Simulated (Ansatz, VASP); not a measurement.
# Cs2AgBiBr6: VASP beside Ansatz

Wanted: the spread between two codes on one cell, functional and k mesh. The cell is taken from a series of VASP runs on this material, whose earlier steps may have relaxed, scaled or displaced it; both programs get it as it stands.

Main program and level: Ansatz 0.2.0; plane waves, with VASP 6.6.1 beside it; band structure at PBE, band structure at r2SCAN and band structure at LDA, spin-orbit coupling.

## Step 1: Starting point

Symmetry: Fm-3m, No. 225, cubic system. The conventional cell has a = 11.267 Å, b = 11.267 Å, c = 11.267 Å, α = 90.00°, β = 90.00°, γ = 90.00°. Bi has 6 Br at 2.86 Å nearest. Nearest to Cs lie 12 Br at 3.98 Å. Nearest to Ag lie 6 Br at 2.77 Å. Nearest to Br lie 1 Ag at 2.77 Å and 1 Bi at 2.86 Å and 4 Cs at 3.98 Å. Farther neighbours and most contacts between anions are not listed.

As a file:

```cif
data_structure
_symmetry_space_group_name_H-M 'Fm-3m'
_symmetry_Int_Tables_number 225
_cell_length_a 11.2666
_cell_length_b 11.2666
_cell_length_c 11.2666
_cell_angle_alpha 90.000
_cell_angle_beta 90.000
_cell_angle_gamma 90.000
_cell_volume 1430.14
loop_
_atom_site_label
_atom_site_type_symbol
_atom_site_symmetry_multiplicity
_atom_site_Wyckoff_symbol
_atom_site_fract_x
_atom_site_fract_y
_atom_site_fract_z
_atom_site_occupancy
Bi1 Bi 4 a 0.00000 0.00000 0.00000 1
Cs1 Cs 8 c 0.25000 0.75000 0.75000 1
Ag1 Ag 4 b 0.50000 0.00000 0.00000 1
Br1 Br 24 e 0.00000 0.00000 0.74613 1
```

## Step 2: VASP: band structure, PBE

Levels along a path test the potential and the projectors away from the mesh points.

Lines of VASP's logs that name or quote its potential files are left out, and so is its time.

Contents of INCAR:

```
SYSTEM = Cs2AgBiBr6
PREC = Accurate
ENCUT = 350
EDIFF = 1E-06
NELM = 100
ISMEAR = 0
SIGMA = 0.03
LREAL = .FALSE.
ALGO = Normal
GGA = PE
NBANDS = 67
LASPH = .TRUE.
LORBIT = 11
LWAVE = .FALSE.
LCHARG = .FALSE.
KPAR = 8
NCORE = 2
```

Contents of POSCAR:

```
Cs2AgBiBr6
1.0
    0.0000000000      5.6333000000      5.6333000000
    5.6333000000      0.0000000000      5.6333000000
    5.6333000000      5.6333000000      0.0000000000
Bi Cs Ag Br
1 2 1 6
Direct
    0.0000000000      0.0000000000      0.0000000000
    0.2500000000      0.2500000000      0.2500000000
    0.7500000000      0.7500000000      0.7500000000
    0.5000000000      0.5000000000      0.5000000000
    0.7461344694      0.7461344694      0.2538655306
    0.7461344694      0.2538655306      0.7461344694
    0.2538655306      0.7461344694      0.2538655306
    0.2538655306      0.7461344694      0.7461344694
    0.2538655306      0.2538655306      0.7461344694
    0.7461344694      0.2538655306      0.2538655306
```

Contents of KPOINTS:

```
Automatic mesh
0
Gamma
4 4 4
0 0 0
```

Contents of KPOINTS_OPT:

```
Line mode
8
Line-mode
Reciprocal
  0.00000000   0.00000000   0.00000000 GAMMA
  0.50000000   0.00000000   0.50000000 X

  0.50000000   0.00000000   0.50000000 X
  0.50000000   0.25000000   0.75000000 W

  0.50000000   0.25000000   0.75000000 W
  0.37500000   0.37500000   0.75000000 K

  0.37500000   0.37500000   0.75000000 K
  0.00000000   0.00000000   0.00000000 GAMMA

  0.00000000   0.00000000   0.00000000 GAMMA
  0.50000000   0.50000000   0.50000000 L

  0.50000000   0.50000000   0.50000000 L
  0.62500000   0.25000000   0.62500000 U

  0.62500000   0.25000000   0.62500000 U
  0.50000000   0.25000000   0.75000000 W

  0.50000000   0.25000000   0.75000000 W
  0.50000000   0.50000000   0.50000000 L

  0.50000000   0.50000000   0.50000000 L
  0.37500000   0.37500000   0.75000000 K

  0.62500000   0.25000000   0.62500000 U
  0.50000000   0.00000000   0.50000000 X
```

PAW data sets: Bi_d, Cs_sv, Ag and Br (PBE family, release 64).

Started as:

```bash
$ mpirun -np 16 vasp_std
```

Numbers of over 12 decimals in the logs are rounded to 6 here.

The log of the run:

```text
[banner, memory and clock lines left out]
running   16 mpi-ranks, on    1 nodes
 distrk:  each k-point on    2 cores,    8 groups
 distr:  one band on    2 cores,    1 groups

 POSCAR found type information on POSCAR BiCsAgBr
 POSCAR found :  4 types and      10 ions
 LDA part: xc-table for (Slater+PW92), standard interpolation
 POSCAR, INCAR and KPOINTS ok, starting setup
 FFT: planning ... GRIDC
 FFT: planning ... GRID_SOFT
 FFT: planning ... GRID
 WAVECAR not read
 entering main loop
       N       E                     dE             d eps       ncg     rms          rms(c)
DAV:   1     0.576079969301E+03    0.57608E+03   -0.29137E+04  1128   0.829E+02
DAV:   2     0.283011031267E+02   -0.54778E+03   -0.52231E+03  1298   0.220E+02
DAV:   3    -0.293916850712E+02   -0.57693E+02   -0.57246E+02  1296   0.856E+01
DAV:   4    -0.308636159926E+02   -0.14719E+01   -0.14688E+01  1293   0.166E+01
DAV:   5    -0.309014189748E+02   -0.37803E-01   -0.37793E-01  1464   0.240E+00    0.831E+00
DAV:   6    -0.295905508048E+02    0.13109E+01   -0.17491E+00  1413   0.731E+00    0.555E+00
DAV:   7    -0.295200407226E+02    0.70510E-01   -0.11006E+00  1344   0.323E+00    0.249E+00
DAV:   8    -0.295243298328E+02   -0.42891E-02   -0.92179E-02  1264   0.128E+00    0.661E-01
DAV:   9    -0.295262512008E+02   -0.19214E-02   -0.86680E-03  1264   0.423E-01    0.135E-01
DAV:  10    -0.295270086280E+02   -0.75743E-03   -0.15092E-03  1296   0.120E-01    0.911E-02
DAV:  11    -0.295273241892E+02   -0.31556E-03   -0.37614E-04  1192   0.720E-02    0.210E-02
DAV:  12    -0.295273290482E+02   -0.48591E-05   -0.27544E-05  1368   0.205E-02    0.126E-02
DAV:  13    -0.295273336797E+02   -0.46314E-05   -0.24979E-05  1208   0.131E-02    0.105E-02
DAV:  14    -0.295273324197E+02    0.12600E-05   -0.41939E-06  1296   0.637E-03    0.218E-03
DAV:  15    -0.295273325028E+02   -0.83158E-07   -0.39473E-07   712   0.212E-03
   1 F= -.29527333E+02 E0= -.29527333E+02  d E =-.322214E-26
 Start KPOINTS_OPT (optional k-point list driver)
k-point batch [1-8\80]
       N       E                     dE             ncg
DAV:   1    -0.495111266144E+01   -0.55617E+04     1128
DAV:   2    -0.427881878207E+04   -0.42739E+04     1290
DAV:   3    -0.473100116112E+04   -0.45218E+03     1280
DAV:   4    -0.474234689838E+04   -0.11346E+02     1280
DAV:   5    -0.474264866857E+04   -0.30177E+00     1525
DAV:   6    -0.474265504159E+04   -0.63730E-02     1320
DAV:   7    -0.474265548005E+04   -0.43846E-03     1648
DAV:   8    -0.474265548354E+04   -0.34830E-05     1120
DAV:   9    -0.474265548376E+04   -0.21816E-06      888
[...]
k-point batch [73-80\80]
       N       E                     dE             ncg
DAV:   1     0.381055807361E+02   -0.10391E+05     1104
DAV:   2    -0.429480861879E+04   -0.43329E+04     1293
DAV:   3    -0.474426178596E+04   -0.44945E+03     1320
DAV:   4    -0.475584035126E+04   -0.11579E+02     1360
DAV:   5    -0.475613713266E+04   -0.29678E+00     1504
DAV:   6    -0.475614420866E+04   -0.70760E-02     1424
DAV:   7    -0.475614465343E+04   -0.44477E-03     1632
DAV:   8    -0.475614465521E+04   -0.17829E-05     1224
DAV:   9    -0.475614465528E+04   -0.64711E-07      960
```

Parts of OUTCAR (step 2):

```text
ion  position               nearest neighbor table
   1  0.000  0.000  0.000-   5 2.86   6 2.86   7 2.86   8 2.86   9 2.86  10 2.86
   2  0.250  0.250  0.250-
   3  0.750  0.750  0.750-
   4  0.500  0.500  0.500-   5 2.77   6 2.77   7 2.77   8 2.77   9 2.77  10 2.77
   5  0.746  0.746  0.254-   4 2.77   1 2.86
   6  0.746  0.254  0.746-   4 2.77   1 2.86
   7  0.254  0.746  0.254-   4 2.77   1 2.86
   8  0.254  0.746  0.746-   4 2.77   1 2.86
   9  0.254  0.254  0.746-   4 2.77   1 2.86
  10  0.746  0.254  0.254-   4 2.77   1 2.86

  LATTYP: Found a face centered cubic cell.
 ALAT       =    11.2666000000

 Subroutine GETGRP returns: Found 48 space group operations
 (whereof 48 operations were pure point group operations)

The static configuration has the point symmetry O_h .

 Found      8 irreducible k-points:

   k-points           NKPTS =      8   k-points in BZ     NKDIM =      8   number of bands    NBANDS=     67

   dimension x,y,z NGX =    50 NGY =   50 NGZ =   50
   dimension x,y,z NGXF=   100 NGYF=  100 NGZF=  100

   ENCUT  =  350.0 eV  25.72 Ry    5.07 a.u.  12.15 12.15 12.15*2*pi/ulx,y,z

   NELECT =      86.0000    total number of electrons

 k-points in reciprocal lattice and weights: Automatic mesh
   0.00000000  0.00000000  0.00000000       0.016
   0.25000000  0.00000000  0.00000000       0.125
   0.50000000  0.00000000  0.00000000       0.062
   0.25000000  0.25000000  0.00000000       0.094
   0.50000000  0.25000000  0.00000000       0.375
  -0.25000000  0.25000000  0.00000000       0.188
   0.50000000  0.50000000  0.00000000       0.047
  -0.25000000  0.50000000  0.25000000       0.094

 average (electrostatic) potential at core
       1-109.9690       2 -49.1745       3 -49.1745       4 -76.2439       5 -63.6270
       6 -63.6270       7 -63.6270       8 -63.6270       9 -63.6270      10 -63.6270

 E-fermi :   1.5642

 k-point     1 :       0.0000    0.0000    0.0000
  band No.  band energies     occupation
    ...
     39       0.1522      2.00000
     40       0.1522      2.00000
     41       0.1522      2.00000
     42       0.7487      2.00000
     43       0.7487      2.00000
     44       3.5120      0.00000
     45       3.5120      0.00000
     46       3.5120      0.00000
     47       4.9844      0.00000
     48       5.8908      0.00000
    ...

 k-point     2 :       0.2500    0.0000    0.0000
  band No.  band energies     occupation
    ...
     39      -0.1383      2.00000
     40      -0.1383      2.00000
     41       0.0534      2.00000
     42       0.3406      2.00000
     43       0.3406      2.00000
     44       3.0322      0.00000
     45       4.2003      0.00000
     46       4.2003      0.00000
     47       5.5444      0.00000
     48       6.2387      0.00000
    ...

 k-point     3 :       0.5000    0.0000    0.0000
  band No.  band energies     occupation
    ...
     39      -0.1621      2.00000
     40      -0.1621      2.00000
     41      -0.1220      2.00000
     42       0.1419      2.00000
     43       0.1419      2.00000
     44       2.5568      0.00000
     45       4.8706      0.00000
     46       4.8706      0.00000
     47       6.3101      0.00000
     48       6.4252      0.00000
    ...

  Total        2.5583685      2.5583685      2.5583685     -0.0000000     -0.0000000      0.0000000
  in kB       11.4644982     11.4644982     11.4644982     -0.0000000     -0.0000000      0.0000000
  external PRESSURE =      11.4644982 kB  Pullay stress =       0.0000000 kB

  energy-cutoff  :      350.00
  volume of cell :      357.54
      direct lattice vectors                 reciprocal lattice vectors
     0.000000000  5.633300000  5.633300000    -0.088757922  0.088757922  0.088757922
     5.633300000  0.000000000  5.633300000     0.088757922 -0.088757922  0.088757922
     5.633300000  5.633300000  0.000000000     0.088757922  0.088757922 -0.088757922

 POSITION                                       TOTAL-FORCE (eV/Angst)
 -----------------------------------------------------------------------------------
      0.00000      0.00000      0.00000         0.000000      0.000000     -0.000000
      2.81665      2.81665      2.81665         0.000000      0.000000     -0.000000
      8.44995      8.44995      8.44995         0.000000      0.000000      0.000000
      5.63330      5.63330      5.63330         0.000000      0.000000      0.000000
      5.63330      5.63330      8.40640         0.000000      0.000000      0.084697
      5.63330      8.40640      5.63330         0.000000      0.084697      0.000000
      5.63330      2.86020      5.63330         0.000000     -0.084697      0.000000
      8.40640      5.63330      5.63330         0.084697      0.000000      0.000000
      5.63330      5.63330      2.86020         0.000000      0.000000     -0.084697
      2.86020      5.63330      5.63330        -0.084697      0.000000      0.000000
 -----------------------------------------------------------------------------------
    total drift:                                0.000000     -0.000000     -0.000000

  FREE ENERGIE OF THE ION-ELECTRON SYSTEM (eV)
  ---------------------------------------------------
  free  energy   TOTEN  =       -29.5273325028 eV

  energy  without entropy=      -29.5273325028  energy(sigma->0) =      -29.52733250

 total charge
# of ion       s       p       d       tot
------------------------------------------
    1        1.649   0.936   9.975  12.561
    2        1.842   4.714   0.017   6.572
    3        1.842   4.714   0.017   6.572
    4        0.249   0.188   9.312   9.748
    5        1.612   3.241   0.013   4.866
    6        1.612   3.241   0.013   4.866
    7        1.612   3.241   0.013   4.866
    8        1.612   3.241   0.013   4.866
    9        1.612   3.241   0.013   4.866
   10        1.612   3.241   0.013   4.866
--------------------------------------------------
tot         15.255  29.997  19.396  64.648

[... 3 further parts left out ...]
```

The run ends at a pressure of 1.15 GPa, with forces up to 0.085 eV/Å.

## Step 3: Ansatz: band structure, PBE

Ansatz runs on its default PAW (the set named soft_2) files.

The same cell, functional, mesh and smearing now go to Ansatz, which takes its cutoff from its data sets.

Contents of input.yaml:

```yaml
crystal:
  lattice:
    - [0.0, 5.6333, 5.6333]
    - [5.6333, 0.0, 5.6333]
    - [5.6333, 5.6333, 0.0]
  atoms:
    - { symbol: Bi, position: [0.0, 0.0, 0.0] }
    - { symbol: Cs, position: [0.25, 0.25, 0.25] }
    - { symbol: Cs, position: [0.75, 0.75, 0.75] }
    - { symbol: Ag, position: [0.5, 0.5, 0.5] }
    - { symbol: Br, position: [0.7461344694, 0.7461344694, 0.2538655306] }
    - { symbol: Br, position: [0.7461344694, 0.2538655306, 0.7461344694] }
    - { symbol: Br, position: [0.2538655306, 0.7461344694, 0.2538655306] }
    - { symbol: Br, position: [0.2538655306, 0.7461344694, 0.7461344694] }
    - { symbol: Br, position: [0.2538655306, 0.2538655306, 0.7461344694] }
    - { symbol: Br, position: [0.7461344694, 0.2538655306, 0.2538655306] }
hamiltonian:
  xc: pbe
  pseudopotentials: { kind: paw }
kpoints:
  mp_grid: { grid: [4, 4, 4] }
  band_path:
    path:
      - [0.0, 0.0, 0.0]
      - [0.14286, 0.0, 0.14286]
      - [0.35714, 0.0, 0.35714]
      - [0.5, 0.0, 0.5]
      - [0.5, 0.07143, 0.57143]
      - [0.5, 0.17857, 0.67857]
      - [0.5, 0.25, 0.75]
      - [0.44643, 0.30357, 0.75]
      - [0.41071, 0.33929, 0.75]
      - [0.375, 0.375, 0.75]
      - [0.21429, 0.21429, 0.42857]
      - [0.10714, 0.10714, 0.21429]
      - [0.0, 0.0, 0.0]
      - [0.21429, 0.21429, 0.21429]
      - [0.42857, 0.42857, 0.42857]
      - [0.5, 0.5, 0.5]
      - [0.55357, 0.39286, 0.55357]
      - [0.60714, 0.28571, 0.60714]
      - [0.60714, 0.25, 0.64286]
      - [0.57143, 0.25, 0.67857]
      - [0.51786, 0.25, 0.73214]
      - [0.5, 0.28571, 0.71429]
      - [0.5, 0.35714, 0.64286]
      - [0.5, 0.46429, 0.53571]
      - [0.48214, 0.48214, 0.53571]
      - [0.42857, 0.42857, 0.64286]
      - [0.39286, 0.39286, 0.71429]
      - [0.60714, 0.21429, 0.60714]
      - [0.55357, 0.10714, 0.55357]
      - [0.5, 0.0, 0.5]
    npoints: 1
scf:
  occupations: { method: gaussian, width: 0.03 }
  n_extra_bands: 11
output:
  forces: true
  stress: true
  eigenvalues: true
```

Started as:

```bash
$ ansatz run input.yaml --threads 4 --pin off --max-ram 9216MiB --backend cpu --events-out ev --progress --plain --runs-dir out
```

The log of the run:

```text
scf.n_extra_bands = 11 over 47 filled bands (N_el = 94.0): the run solves 58 bands
Engine: ansatz 0.2.0, aarch64-unknown-linux-gnu
Pseudopotentials: kind: paw
Pseudopotential: Bi, paw, valence charge 15, recommended cutoff 420 eV (normal), Bi.paw.azcp
Pseudopotential: Cs, paw, valence charge 9, recommended cutoff 420 eV (normal), Cs.paw.azcp
Pseudopotential: Ag, paw, valence charge 19, recommended cutoff 420 eV (normal), Ag.paw.azcp
Pseudopotential: Br, paw, valence charge 7, recommended cutoff 420 eV (normal), Br.paw.azcp
Functional definition: PBE
  parameter kappa = 0.804
  parameter beta = 0.066725
  exchange = pbe_x(kappa = kappa, mu = beta*pi^2/3)
  correlation = pbe_c(beta = beta)
Crystal: 10 atoms, lattice volume = 357.535 Å³
Basis set: ecut = 420 eV, 6879 PW (Γ), exchange–correlation on 108×108×108 points (8 copies of the dense FFT grid, shifted against one another)
Bands: 58, of which v1, the nominal top of the filled ones, is band 47 counted from 1 (46 counted from 0)
Symmetry: 48 space group operations
Space group: Fm-3m (ITA 225), of the structure as read, at distance tolerance 7.1e-5 Å
k-points: 8 of 64
Non-local potential: Bi, projectors of the file, l = 0: 2, l = 1: 2, l = 2: 2, l = 3: 2
Non-local potential: Cs, projectors of the file, l = 0: 3, l = 1: 2, l = 2: 2, l = 3: 2
Non-local potential: Ag, projectors of the file, l = 0: 3, l = 1: 2, l = 2: 2, l = 3: 1
Non-local potential: Br, projectors of the file, l = 0: 2, l = 1: 2, l = 2: 2
PAW form: soft (Blöchl's): semilocal exchange-correlation on the pseudo side does not see the compensation charge
PAW one-centre angular grid: Bi, 590 points (default); XC on 64 Gauss nodes
PAW one-centre angular grid: Cs, 194 points (default); XC on 64 Gauss nodes
PAW one-centre angular grid: Ag, 590 points (default); XC on 64 Gauss nodes
PAW one-centre angular grid: Br, 110 points (default); XC on 64 Gauss nodes
Initial density: superposition of atomic densities (neutral atoms: chi_scale 0, normalization atom), corrected by the library's trained network
Initial wavefunctions: pseudopotential atomic-orbital guess
Functional: x = pbe(κ = 0.804, μ = 0.219515), c = pbe(β = 0.066725)
SCF iter   1: F=—  HF=-48039.082237 eV  |F-HF|=—  |Δ(HF+E_count)|=         —  Δρ=7.37e-4  dr2=1.41e-3  ethr=1.77e-3  ⟨swp⟩=9.6  Hψ=2204  notcnv=0  defer=8
preconditioner: auto → Resta (q_TF=auto, 2.184 Å⁻¹)  ε∞=3.6  [insulator: Δε(μ)=1.193 eV  Ē_g=10.287 eV  σ=0.030 eV  W_gap=1.00  n_scr=58 (ndim 8)  ℏωp=16.7 eV  f_vac=0.042  D(μ)=0.00/eV (n_scr^D=0)  ε∞_Penn≈3.6]
SCF iter   2: F=—  HF=-48039.088568 eV  |F-HF|=—  |Δ(HF+E_count)|=   6.33e-3  Δρ=3.67e-4  dr2=5.76e-4  ethr=1.50e-6  ⟨swp⟩=3.0  Hψ=1253  notcnv=0  defer=32
SCF iter   3: F=—  HF=-48039.088717 eV  |F-HF|=—  |Δ(HF+E_count)|=   1.49e-4  Δρ=1.21e-4  dr2=5.14e-5  ethr=6.13e-7  ⟨swp⟩=2.0  Hψ=655  notcnv=0  defer=32
SCF iter   4: F=—  HF=-48039.088683 eV  |F-HF|=—  |Δ(HF+E_count)|=   3.42e-5  Δρ=6.00e-5  dr2=1.39e-5  ethr=5.47e-8  ⟨swp⟩=2.0  Hψ=618  notcnv=0  defer=32
SCF iter   5: F=—  HF=-48039.088696 eV  |F-HF|=—  |Δ(HF+E_count)|=   1.34e-5  Δρ=2.21e-5  dr2=1.91e-6  ethr=1.48e-8  ⟨swp⟩=2.0  Hψ=789  notcnv=0  defer=32
SCF iter   6: F=—  HF=-48039.088697 eV  |F-HF|=—  |Δ(HF+E_count)|=   1.11e-6  Δρ=4.91e-6  dr2=1.33e-7  ethr=2.03e-9  ⟨swp⟩=2.0  Hψ=789  notcnv=0  defer=32
SCF iter   7: F=-48039.088697 eV  HF=-48039.088697 eV  |F-HF|=2.17e-8  |Δ(HF+E_count)|=   2.21e-7  Δρ=1.47e-6  dr2=1.18e-8  ethr=1.06e-10  ⟨swp⟩=14.9  Hψ=2537  notcnv=0
SCF 1 converged in 7 iterations: F = -48039.088697 eV  dr2 = 1.18e-8
  greatest PAW one-centre occupation: 1.000 electrons in one spin orbital (limit 2), on the Ag atom at site 3 (counted from 0), in its partial waves of l = 0
NSCF: frozen V_eff on 30 k-points
SCF converged after 7 iterations
Free energy (F): -48039.088697 eV
Harris-Foulkes:  -48039.088697 eV  (|F-HF|=2.17e-8)
Internal energy: -48039.088697 eV  (E = F + TS)
E sigma→0 (E₀):  -48039.088697 eV
Fermi energy:    4.930298 eV
--- Per-component energies (eV) ---
  E_band       = -807.285855
  E_kinetic    = 1914.397676
  E_local      = -8358.958113  (includes V_loc(G=0)·N_el)
  E_nonlocal   = 1128.031481
  E_hartree    = 3287.648076
  E_xc         = -2272.146416
  E_vxc        = -1253.527772  (∫ρ·V_xc dr)
  E_paw        = -38180.787217  (= ΣΔE_a)
  E_vpaw       = -812.522792  (= ΣTr[D̂ρ^β])
  E_aug_tail   = -0.000103  (compensation charges beyond the density's cutoff)
  E_ewald      = -5557.274081
  E_smearing   = -0.000000  (= −TS)
  E_closure    = -0.000000  (closes the sum)
  Σ components = -48039.088697   (vs F -48039.088697, Δ=0.00e0)
--- Forces (eV/Å), atoms counted from 1 ---
  atom   1  Bi     0.00000000    -0.00000000     0.00000000
  atom   2  Cs    -0.00000000    -0.00000000     0.00000000
  atom   3  Cs    -0.00000000     0.00000000    -0.00000000
  atom   4  Ag     0.00000000    -0.00000000     0.00000000
  atom   5  Br     0.00000000     0.00000000     0.08808095
  atom   6  Br    -0.00000000     0.08808095     0.00000000
  atom   7  Br     0.00000000    -0.08808095    -0.00000000
  atom   8  Br     0.08808095     0.00000000    -0.00000000
  atom   9  Br     0.00000000     0.00000000    -0.08808095
  atom  10  Br    -0.08808095    -0.00000000    -0.00000000
  max |Σ_I F_I| component: 3.47e-17 eV/Å
--- Stress (GPa, compression-positive) ---
        1.281617      -0.000000       0.000000
       -0.000000       1.281617       0.000000
       -0.000000       0.000000       1.281617
  P = ⅓ Tr σ = 1.2816 GPa (12.816 kbar)
--- Band table (eV; the first three rows and the last of 8) ---
  k-point 0: bands = [... 43 lower, 3.1275, 3.1275, 3.7264, 3.7264, 6.4907, 6.4907, 6.4907, 7.9652, ... 7 higher]
  k-point 1: bands = [... 43 lower, 2.8385, 3.0287, 3.3182, 3.3182, 6.0111, 7.1789, 7.1789, 8.5249, ... 7 higher]
  k-point 2: bands = [... 43 lower, 2.8146, 2.8581, 3.1195, 3.1195, 5.5358, 7.8494, 7.8494, 9.2902, ... 7 higher]
  k-point 7: bands = [... 43 lower, 2.8755, 2.8755, 3.1057, 4.2286, 6.8983, 7.1588, 7.1588, 9.6728, ... 7 higher]
```

Elapsed: 8.6 s, on 4 threads of Arm Neoverse V1, shared host; peak memory 0.97 GiB.

(Continued in part 2 of 3.)

[Lines on the potential files, build, host, timing and source positions are cut from VASP's logs without a mark.]

[Logs are printed without paths, hosts, clocks, repeated set-up lines and the standing remarks that a program may print on its own settings, such as how far it seeks lower states.]

[Hosts, paths, dates, database ids (printed as entryN), source tags and the programs' standing remarks are cut or masked in the printed files.]
